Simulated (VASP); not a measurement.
Given:

```xyz
2
Lattice="0.0000 3.3341 3.3341 3.3341 0.0000 3.3341 3.3341 3.3341 0.0000" Properties=species:S:1:pos:R:3 pbc="T T T"
In     6.6681     6.6681     6.6681
Sb     1.6670     1.6670     1.6670
```

Computed with AM05 GGA, VASP's PBE PAW potentials (set 64) (plane waves; VASP). Numerical set-up: 520 eV cut-off, 10×10×10 Γ-centred mesh, first-order Methfessel-Paxton smearing of 0.10 eV, potentials In_d Sb.

Q: Give the stress tensor in GPa (positive for a compressed cell).

A: 
```
-2.04   0.00   0.00
 0.00  -2.04   0.00
 0.00   0.00  -2.04
```
The pressure is its mean diagonal, -2.04 GPa.

The compound is InSb in the zinc blende structure. This cell is one point of a volume scan, at 1.06 of the reference volume.
